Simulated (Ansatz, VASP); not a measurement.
# H5ClO2 (H5ClO2 (P2_1/c)): VASP beside Ansatz

Wanted: the spread between two codes on one cell, functional and k mesh. The structure shown is the start of the Ansatz relaxation below; VASP solves that cell, so the two are compared at the walk's first step.

Method: plane waves, with VASP 6.6.1 beside it; single point at PBEsol, in Ansatz 0.2.0.

## 1. Starting point

Symmetry: P2_1/c, No. 14, monoclinic system. The conventional cell has a = 3.924 Å, b = 11.984 Å, c = 6.713 Å, α = 90.00°, β = 100.91°, γ = 90.00°. Nearest to H lie 1 O at 0.98 Å. H has 1 O at 0.98 Å nearest. Nearest to H lie 1 O at 1.00 Å. H has 1 O at 1.12 Å nearest. Cl has 2 H at 2.00 to 2.04 Å nearest. Farther neighbours and most contacts between anions are not listed.

## 2. Ansatz: relaxation, PBEsol

Ansatz runs on its default PAW (the set named soft_2) files.

The two programs are compared at the cell with which this relaxation starts, whose forces are those of its first step.

input.yaml

```yaml
crystal:
  lattice:
    - [3.9244822, 0.0, 0.0]
    - [0.0, 11.9843049, 0.0]
    - [-1.2699805, 0.0, 6.5916533]
  atoms:
    - { symbol: H, position: [0.22608466, 0.6022843, 0.90663604] }
    - { symbol: H, position: [0.77391534, 0.1022843, 0.59336396] }
    - { symbol: H, position: [0.77391534, 0.3977157, 0.09336396] }
    - { symbol: H, position: [0.22608466, 0.8977157, 0.40663604] }
    - { symbol: H, position: [0.21792841, 0.48101234, 0.80729081] }
    - { symbol: H, position: [0.78207159, 0.98101234, 0.69270919] }
    - { symbol: H, position: [0.78207159, 0.51898766, 0.19270919] }
    - { symbol: H, position: [0.21792841, 0.01898766, 0.30729081] }
    - { symbol: H, position: [0.70933325, 0.69355396, 0.569199] }
    - { symbol: H, position: [0.29066675, 0.19355396, 0.930801] }
    - { symbol: H, position: [0.29066675, 0.30644604, 0.430801] }
    - { symbol: H, position: [0.70933325, 0.80644604, 0.069199] }
    - { symbol: H, position: [0.43364775, 0.9026756, 0.15340526] }
    - { symbol: H, position: [0.56635225, 0.4026756, 0.34659474] }
    - { symbol: H, position: [0.56635225, 0.0973244, 0.84659474] }
    - { symbol: H, position: [0.43364775, 0.5973244, 0.65340526] }
    - { symbol: H, position: [0.38019283, 0.85177842, 0.90541851] }
    - { symbol: H, position: [0.61980717, 0.35177842, 0.59458149] }
    - { symbol: H, position: [0.61980717, 0.14822158, 0.09458149] }
    - { symbol: H, position: [0.38019283, 0.64822158, 0.40541851] }
    - { symbol: Cl, position: [0.02499615, 0.82692155, 0.65283499] }
    - { symbol: Cl, position: [0.97500385, 0.32692155, 0.84716501] }
    - { symbol: Cl, position: [0.97500385, 0.17307845, 0.34716501] }
    - { symbol: Cl, position: [0.02499615, 0.67307845, 0.15283499] }
    - { symbol: O, position: [0.31067576, 0.55697958, 0.80433598] }
    - { symbol: O, position: [0.68932424, 0.05697958, 0.69566402] }
    - { symbol: O, position: [0.68932424, 0.44302042, 0.19566402] }
    - { symbol: O, position: [0.31067576, 0.94302042, 0.30433598] }
    - { symbol: O, position: [0.55804412, 0.62755715, 0.52707705] }
    - { symbol: O, position: [0.44195588, 0.12755715, 0.97292295] }
    - { symbol: O, position: [0.44195588, 0.37244285, 0.47292295] }
    - { symbol: O, position: [0.55804412, 0.87244285, 0.02707705] }
basis:
  ecutwfc: 420
  xc_grid: 2
hamiltonian:
  xc: pbesol
kpoints:
  mp_grid: { grid: [7, 3, 4] }
scf:
  occupations: { method: fermi_dirac, width: 0.01 }
  max_iter: 150
output:
  forces: true
  stress: true
relax:
  f_tol: 0.01
  max_steps: 60
  cell: {}
checkpoint:
  write: "../pbesol.run"
  compress: false
  write_wavefunctions: false
  write_every: 100000
```

The run is started by

```sh
$ ansatz run input.yaml --threads 1 --pin off --max-ram 2355MiB --backend cpu --events-out ev --progress --plain --runs-dir out
```

Numbers of over 12 decimals in the logs are rounded to 6 here.

The program printed:

```text
Engine: ansatz 0.2.0, aarch64-unknown-linux-gnu
Pseudopotentials: kind: paw
Pseudopotential: H, paw, valence charge 1, recommended cutoff 420 eV (normal), H.paw.azcp
Pseudopotential: Cl, paw, valence charge 7, recommended cutoff 420 eV (normal), Cl.paw.azcp
Pseudopotential: O, paw, valence charge 6, recommended cutoff 420 eV (normal), O.paw.azcp
Functional definition: PBEsol
  exchange = pbesol_x
  correlation = pbesol_c
Crystal: 32 atoms, lattice volume = 310.020 Å³
Basis set: ecut = 420 eV, 6073 PW (Γ), exchange–correlation on 54×162×90 points (8 copies of the dense FFT grid, shifted against one another)
Bands: 80, of which v1, the nominal top of the filled ones, is band 48 counted from 1 (47 counted from 0)
Symmetry: 4 space group operations
Space group: P21/c (ITA 14), of the structure as read, at distance tolerance 6.8e-5 Å
k-points: 30 of 84
Non-local potential: H, projectors of the file, l = 0: 2, l = 1: 1
Non-local potential: Cl, projectors of the file, l = 0: 2, l = 1: 2, l = 2: 2
Non-local potential: O, projectors of the file, l = 0: 2, l = 1: 2, l = 2: 1
PAW form: soft (Blöchl's): semilocal exchange-correlation on the pseudo side does not see the compensation charge
PAW frozen core: Cl, regenerated for the run's functional, and the local potential with it (the file was generated under x = pbe(κ = 0.804, μ = 0.219515), c = pbe(β = 0.066725))
PAW frozen core: O, regenerated for the run's functional, and the local potential with it (the file was generated under x = pbe(κ = 0.804, μ = 0.219515), c = pbe(β = 0.066725))
PAW one-centre angular grid: H, 110 points (default); XC on 64 Gauss nodes
PAW one-centre angular grid: Cl, 110 points (default); XC on 64 Gauss nodes
PAW one-centre angular grid: O, 110 points (default); XC on 64 Gauss nodes
Initial density: superposition of atomic densities (neutral atoms: chi_scale 0, normalization atom), corrected by the library's trained network
Initial wavefunctions: pseudopotential atomic-orbital guess
Functional: x = pbesol(κ = 0.804, μ = 0.123457), c = pbesol(β = 0.046)
SCF iter   1: F=—  HF=-9054.434824 eV  |F-HF|=—  |Δ(HF+E_count)|=         —  Δρ=6.45e-3  dr2=1.03e-1  ethr=1.77e-3  ⟨swp⟩=6.1  Hψ=11171  notcnv=0  defer=268
preconditioner: auto → Resta (q_TF=auto, 2.244 Å⁻¹)  ε∞=2.4  [insulator: Δε(μ)=5.197 eV  Ē_g=17.273 eV  σ=0.010 eV  W_gap=1.00  n_scr=58 (ndim 8)  ℏωp=20.7 eV  f_vac=0.083  D(μ)=0.00/eV (n_scr^D=0)  ε∞_Penn≈2.4]
SCF iter   2: F=—  HF=-9054.401565 eV  |F-HF|=—  |Δ(HF+E_count)|=   3.33e-2  Δρ=2.30e-3  dr2=1.21e-2  ethr=1.08e-4  ⟨swp⟩=2.0  Hψ=3961  notcnv=0  defer=795
SCF iter   3: F=—  HF=-9054.399040 eV  |F-HF|=—  |Δ(HF+E_count)|=   2.52e-3  Δρ=9.71e-4  dr2=2.43e-3  ethr=1.26e-5  ⟨swp⟩=2.0  Hψ=2812  notcnv=0  defer=795
SCF iter   4: F=—  HF=-9054.399497 eV  |F-HF|=—  |Δ(HF+E_count)|=   4.57e-4  Δρ=1.85e-4  dr2=1.01e-4  ethr=2.53e-6  ⟨swp⟩=2.0  Hψ=2850  notcnv=0  defer=795
SCF iter   5: F=—  HF=-9054.399634 eV  |F-HF|=—  |Δ(HF+E_count)|=   1.37e-4  Δρ=5.77e-5  dr2=8.75e-6  ethr=1.06e-7  ⟨swp⟩=2.3  Hψ=3119  notcnv=0  defer=795
SCF iter   6: F=—  HF=-9054.399560 eV  |F-HF|=—  |Δ(HF+E_count)|=   7.39e-5  Δρ=4.40e-5  dr2=3.99e-6  ethr=9.11e-9  ⟨swp⟩=2.0  Hψ=3067  notcnv=0  defer=795
SCF iter   7: F=—  HF=-9054.399560 eV  |F-HF|=—  |Δ(HF+E_count)|=   3.62e-8  Δρ=6.66e-6  dr2=1.04e-7  ethr=4.15e-9  ⟨swp⟩=2.0  Hψ=2963  notcnv=0  defer=795
SCF iter   8: F=-9054.399561 eV  HF=-9054.399561 eV  |F-HF|=1.24e-8  |Δ(HF+E_count)|=   3.42e-7  Δρ=1.06e-6  dr2=3.95e-9  ethr=1.04e-10  ⟨swp⟩=4.9  Hψ=6674  notcnv=0
SCF 1 converged in 8 iterations: F = -9054.399561 eV  dr2 = 3.95e-9
  greatest PAW one-centre occupation: 0.903 electrons in one spin orbital (limit 2), on the Cl atom at site 23 (counted from 0), in its partial waves of l = 0
relax step   1: F+E_penalty+E_count = -9054.39956076 eV  Δ(F+E_penalty+E_count) = +0.000e0 eV  max|allowed force component| = 4.863e-1 eV/Å  Δτ_max = 0.0000 Å  P = +1.521 GPa  Ω = 310.020 Å³  (8 SCF iters, dr2 threshold 1.00e-7 eV, accepted)
[...]
relax step  17: F+E_penalty+E_count = -9054.49878113 eV  Δ(F+E_penalty+E_count) = +1.339e-3 eV  max|allowed force component| = 3.241e-3 eV/Å  Δτ_max = 0.0103 Å  P = +0.009 GPa  Ω = 315.523 Å³  energy of the carried Pulay correction = -1.630e-3 eV  (7 SCF iters, dr2 threshold 9.74e-9 eV, accepted)
[...]
relax step  18: F+E_penalty+E_count = -9054.50018071 eV  Δ(F+E_penalty+E_count) = -1.400e-3 eV  max|allowed force component| = 3.276e-3 eV/Å  Δτ_max = 0.0000 Å  P = +0.012 GPa  Ω = 315.523 Å³  stress off target by 3.21e-2 GPa  SCF on the basis re-selected at this cell (its energy is not comparable with the rows above)  (4 SCF iters)
basis re-selected at this cell: Δ(F+E_penalty+E_count) = -1.400e-3 eV, ΔP = +0.002 GPa vs the last step (what re-selecting the basis moved, of the pressure what is left beyond the Pulay correction that the steps carried, after the strain that the cell walked since its last selection, with what the two solves' SCF thresholds leave and, on support functions, any second-order correction that the steps lacked; it is no m [...]
SCF converged after 4 iterations
Free energy (F): -9054.500181 eV
Harris-Foulkes:  -9054.500181 eV  (|F-HF|=4.37e-10)
Internal energy: -9054.500181 eV  (E = F + TS)
E sigma→0 (E₀):  -9054.500181 eV
Fermi energy:    1.896720 eV
--- Per-component energies (eV) ---
  E_band       = -724.017211
  E_kinetic    = 2307.835540
  E_local      = -5576.020880  (includes V_loc(G=0)·N_el)
  E_nonlocal   = 536.691891
  E_hartree    = 1875.386065
  E_xc         = -1172.243092
  E_vxc        = -1448.286684  (∫ρ·V_xc dr)
  E_paw        = -3802.665171  (= ΣΔE_a)
  E_vpaw       = -295.009311  (= ΣTr[D̂ρ^β])
  E_aug_tail   = -0.000278  (compensation charges beyond the density's cutoff)
  E_ewald      = -3224.080288
  E_core_change = 0.596032  (= ΣΔE_core)
  E_smearing   = -0.000000  (= −TS)
  E_closure    = 0.000000  (closes the sum)
  Σ components = -9054.500181   (vs F -9054.500181, Δ=0.00e0)
--- Forces (eV/Å), atoms counted from 1 ---
  atom   1  H      0.00026218    -0.00085570    -0.00187946
  atom   2  H     -0.00026218    -0.00085570     0.00187946
  atom   3  H     -0.00026218     0.00085570     0.00187946
  atom   4  H      0.00026218     0.00085570    -0.00187946
  atom   5  H      0.00025465    -0.00268456     0.00035414
  atom   6  H     -0.00025465    -0.00268456    -0.00035414
  atom   7  H     -0.00025465     0.00268456    -0.00035414
  atom   8  H      0.00025465     0.00268456     0.00035414
  atom   9  H      0.00039051     0.00023770     0.00127046
  atom  10  H     -0.00039051     0.00023770    -0.00127046
  atom  11  H     -0.00039051    -0.00023770    -0.00127046
  atom  12  H      0.00039051    -0.00023770     0.00127046
  atom  13  H     -0.00014797    -0.00016595    -0.00003421
  atom  14  H      0.00014797    -0.00016595     0.00003421
  atom  15  H      0.00014797     0.00016595     0.00003421
  atom  16  H     -0.00014797     0.00016595    -0.00003421
  atom  17  H     -0.00012448     0.00046549    -0.00095539
  atom  18  H      0.00012448     0.00046549     0.00095539
  atom  19  H      0.00012448    -0.00046549     0.00095539
  atom  20  H     -0.00012448    -0.00046549    -0.00095539
  atom  21  Cl    -0.00010818    -0.00025017     0.00072663
  atom  22  Cl     0.00010818    -0.00025017    -0.00072663
  atom  23  Cl     0.00010818     0.00025017    -0.00072663
  atom  24  Cl    -0.00010818     0.00025017     0.00072663
  atom  25  O      0.00080716     0.00327599     0.00121662
  atom  26  O     -0.00080716     0.00327599    -0.00121662
  atom  27  O     -0.00080716    -0.00327599    -0.00121662
  atom  28  O      0.00080716    -0.00327599     0.00121662
  atom  29  O      0.00067873     0.00063044    -0.00104564
  atom  30  O     -0.00067873     0.00063044     0.00104564
  atom  31  O     -0.00067873    -0.00063044     0.00104564
  atom  32  O      0.00067873    -0.00063044    -0.00104564
  max |Σ_I F_I| component: 6.51e-19 eV/Å
--- Stress (GPa, compression-positive) ---
        0.031091       0.000000       0.005723
        0.000000       0.004933       0.000000
        0.005723       0.000000      -0.001515
  P = ⅓ Tr σ = 0.0115 GPa (0.115 kbar)
--- Relaxed structure (15 steps of the walk, 14 accepted, 3 SCFs on fresh bases) ---
  F+E_penalty+E_count = -9054.50018071 eV   max|allowed force component| = 3.276e-3 eV/Å   (the final SCF, on the basis selected at the relaxed cell)
  cell:  # Å, volume = 315.5231 Å³
    - [4.017027, 0, 0.050745]
    - [0, 12.010198, 0]
    - [-1.214697, 0, 6.524633]
  atoms:
    - { symbol: H, position: [0.198988, 0.603510, 0.907929] }
    - { symbol: H, position: [0.801012, 0.103510, 0.592071] }
    - { symbol: H, position: [0.801012, 0.396490, 0.092071] }
    - { symbol: H, position: [0.198988, 0.896490, 0.407929] }
    - { symbol: H, position: [0.217127, 0.480578, 0.809257] }
    - { symbol: H, position: [0.782873, 0.980578, 0.690743] }
    - { symbol: H, position: [0.782873, 0.519422, 0.190743] }
    - { symbol: H, position: [0.217127, 0.019422, 0.309257] }
    - { symbol: H, position: [0.667632, 0.700108, 0.561286] }
    - { symbol: H, position: [0.332368, 0.200108, 0.938714] }
    - { symbol: H, position: [0.332368, 0.299892, 0.438714] }
    - { symbol: H, position: [0.667632, 0.799892, 0.061286] }
    - { symbol: H, position: [0.402291, 0.900508, 0.158673] }
    - { symbol: H, position: [0.597709, 0.400508, 0.341327] }
    - { symbol: H, position: [0.597709, 0.099492, 0.841327] }
    - { symbol: H, position: [0.402291, 0.599492, 0.658673] }
    - { symbol: H, position: [0.344324, 0.847088, 0.900519] }
    - { symbol: H, position: [0.655676, 0.347088, 0.599481] }
    - { symbol: H, position: [0.655676, 0.152912, 0.099481] }
    - { symbol: H, position: [0.344324, 0.652912, 0.400519] }
    - { symbol: Cl, position: [-0.00508997, 0.828827, 0.647120] }
    - { symbol: Cl, position: [1.005090, 0.328827, 0.852880] }
    - { symbol: Cl, position: [1.005090, 0.171173, 0.352880] }
    - { symbol: Cl, position: [-0.00508997, 0.671173, 0.147120] }
    - { symbol: O, position: [0.306506, 0.558300, 0.810270] }
    - { symbol: O, position: [0.693494, 0.058300, 0.689730] }
    - { symbol: O, position: [0.693494, 0.441700, 0.189730] }
    - { symbol: O, position: [0.306506, 0.941700, 0.310270] }
    - { symbol: O, position: [0.522304, 0.632711, 0.521539] }
    - { symbol: O, position: [0.477696, 0.132711, 0.978461] }
    - { symbol: O, position: [0.477696, 0.367289, 0.478461] }
    - { symbol: O, position: [0.522304, 0.867289, 0.021539] }
```

(Part 1 of 2 ends here.)

[Lines on the potential files, build, host, timing and source positions are cut from VASP's logs without a mark.]

[Logs are printed without paths, hosts, clocks, repeated set-up lines and the standing remarks that a program may print on its own settings, such as how far it seeks lower states.]

[Hosts, paths, dates, database ids (printed as entryN), source tags and the programs' standing remarks are cut or masked in the printed files.]
